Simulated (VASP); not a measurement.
Output of a VASP run:

OSZICAR:
```
...
DAV:   4    -0.378455571065E+02   -0.44578E-01   -0.44571E-01   570   0.691E+00
DAV:   5    -0.378457718339E+02   -0.21473E-03   -0.21473E-03   615   0.448E-01    0.497E+00
DAV:   6    -0.349209418503E+02    0.29248E+01   -0.15707E+00   590   0.407E+01    0.463E+00
DAV:   7    -0.350703321824E+02   -0.14939E+00   -0.56197E-01   520   0.150E+01    0.212E+00
DAV:   8    -0.350790783233E+02   -0.87461E-02   -0.18828E-01   530   0.569E+00    0.648E-01
DAV:   9    -0.350290032029E+02    0.50075E-01   -0.20100E-01   520   0.499E+00    0.236E-01
DAV:  10    -0.351357342505E+02   -0.10673E+00   -0.90232E-02   520   0.389E+00    0.988E-02
DAV:  11    -0.351358005498E+02   -0.66299E-04   -0.20265E-03   570   0.599E-01    0.645E-02
DAV:  12    -0.351362719002E+02   -0.47135E-03   -0.12453E-03   525   0.545E-01    0.774E-02
DAV:  13    -0.351365518635E+02   -0.27996E-03   -0.81404E-04   520   0.403E-01    0.156E-02
DAV:  14    -0.351365740135E+02   -0.22150E-04   -0.35285E-05   585   0.877E-02    0.124E-02
DAV:  15    -0.351365924996E+02   -0.18486E-04   -0.10180E-05   545   0.486E-02    0.512E-03
DAV:  16    -0.351365948442E+02   -0.23446E-05   -0.29563E-05   520   0.896E-02    0.143E-03
DAV:  17    -0.351365940139E+02    0.83033E-06   -0.14932E-06   388   0.182E-02
   1 F= -.35136594E+02 E0= -.35136594E+02  d E =-.351366E+02
       N       E                     dE             d eps       ncg     rms          rms(c)
DAV:   1    -0.351813237066E+02   -0.44729E-01   -0.59485E-01   615   0.169E+01    0.152E+00
DAV:   2    -0.351434841136E+02    0.37840E-01   -0.14563E-01   615   0.121E+01    0.565E-01
DAV:   3    -0.351393031810E+02    0.41809E-02   -0.45554E-03   525   0.906E-01    0.284E-01
DAV:   4    -0.351381066736E+02    0.11965E-02   -0.60201E-03   530   0.102E+00    0.116E-01
DAV:   5    -0.351384075465E+02   -0.30087E-03   -0.51234E-04   520   0.303E-01    0.892E-02
DAV:   6    -0.351382159857E+02    0.19156E-03   -0.61226E-04   635   0.277E-01    0.443E-02
DAV:   7    -0.351383026370E+02   -0.86651E-04   -0.26359E-04   520   0.245E-01    0.137E-02
DAV:   8    -0.351382878896E+02    0.14747E-04   -0.39845E-05   520   0.882E-02    0.842E-03
DAV:   9    -0.351383130419E+02   -0.25152E-04   -0.26243E-05   520   0.783E-02    0.312E-03
DAV:  10    -0.351383032633E+02    0.97786E-05   -0.34658E-06   530   0.291E-02    0.112E-03
DAV:  11    -0.351383040718E+02   -0.80856E-06   -0.16384E-07   335   0.534E-03
   2 F= -.35138304E+02 E0= -.35138304E+02  d E =-.171006E-02
       N       E                     dE             d eps       ncg     rms          rms(c)
DAV:   1    -0.351391586598E+02   -0.85540E-03   -0.10912E-02   615   0.234E+00    0.204E-01
DAV:   2    -0.351383635673E+02    0.79509E-03   -0.24897E-03   610   0.144E+00    0.767E-02
DAV:   3    -0.351383148248E+02    0.48743E-04   -0.78169E-05   525   0.106E-01    0.386E-02
DAV:   4    -0.351383161866E+02   -0.13618E-05   -0.11218E-04   525   0.135E-01    0.154E-02
DAV:   5    -0.351383258967E+02   -0.97101E-05   -0.11312E-05   520   0.449E-02    0.112E-02
DAV:   6    -0.351383389911E+02   -0.13094E-04   -0.10873E-05   627   0.358E-02    0.546E-03
DAV:   7    -0.351383365474E+02    0.24437E-05   -0.42866E-06   520   0.307E-02    0.164E-03
DAV:   8    -0.351383378928E+02   -0.13454E-05   -0.59873E-07   360   0.106E-02    0.111E-03
DAV:   9    -0.351383364285E+02    0.14643E-05   -0.33786E-07   350   0.852E-03    0.328E-04
DAV:  10    -0.351383372375E+02   -0.80900E-06   -0.36222E-08   260   0.251E-03
   3 F= -.35138337E+02 E0= -.35138337E+02  d E =-.174322E-02
```

File OUTCAR:
```
------------------------ aborting loop because EDIFF is reached ----------------------------------------
  FORCE on cell =-STRESS in cart. coord.  units (eV):
  Direction    XX          YY          ZZ          XY          YZ          ZX
  --------------------------------------------------------------------------------------
  Total        0.0136591      0.0136591      0.0136591      0.0000000      0.0000000      0.0000000
  in kB        0.4868221      0.4868221      0.4868221      0.0000000      0.0000000      0.0000000
  external PRESSURE =       0.4868221 kB  Pullay stress =       0.0000000 kB
  volume of cell :       44.95
      direct lattice vectors                 reciprocal lattice vectors
    -0.000000000  2.822132390  2.822132390    -0.177170994  0.177170994  0.177170994
     2.822132390  0.000000000  2.822132390     0.177170994 -0.177170994  0.177170994
     2.822132390  2.822132390 -0.000000000     0.177170994  0.177170994 -0.177170994
  FREE ENERGIE OF THE ION-ELECTRON SYSTEM (eV)
  ---------------------------------------------------
  free  energy   TOTEN  =       -35.1383372375 eV

  energy  without entropy=      -35.1383372375  energy(sigma->0) =      -35.13833724

 reached required accuracy - stopping structural energy minimisation
```
(Selected blocks of OUTCAR.)

POSCAR:
```
ZnSe
1
    0.0000000000     2.8350000000     2.8350000000
    2.8350000000     0.0000000000     2.8350000000
    2.8350000000     2.8350000000     0.0000000000
Zn Se
1 1
Direct
  0.0000000000   0.0000000000   0.0000000000
  0.2500000000   0.2500000000   0.2500000000
```

Task: Write an INCAR and KPOINTS that could have produced this output.

Result: Several could match; the one computed here: the input of the run itself, SCAN meta-GGA, plane waves, VASP's PBE PAW potentials (set 64).

### KPOINTS
```
kpoints
0
gamma
 7 7 7
```

**INCAR**
```
LREAL=F
ISMEAR=0
PREC=Accurate
METAGGA=SCAN
LCHARG=F
NELM=100   ! most electronic steps
SYSTEM=ZnSe
LASPH=T   ! aspherical one-centre terms
IBRION=2
SIGMA=0.05   ! width (eV)
EDIFFG=-0.01
ISIF=3   ! ions, shape and volume
LWAVE=F
NSW=60   ! most ionic steps
ENCUT=520   ! plane-wave cut-off (eV)
LMAXMIX=4   ! l cut-off of mixed one-centre charges
ALGO=Normal
LMIXTAU=T
EDIFF=1E-6
```

POTCAR, in this order: Zn Se (PBE.64 set). Program: vasp_std.

The compound is ZnSe in the zinc blende structure. This run relaxes it. Symmetry was kept, so distortions that lower it aren't found.
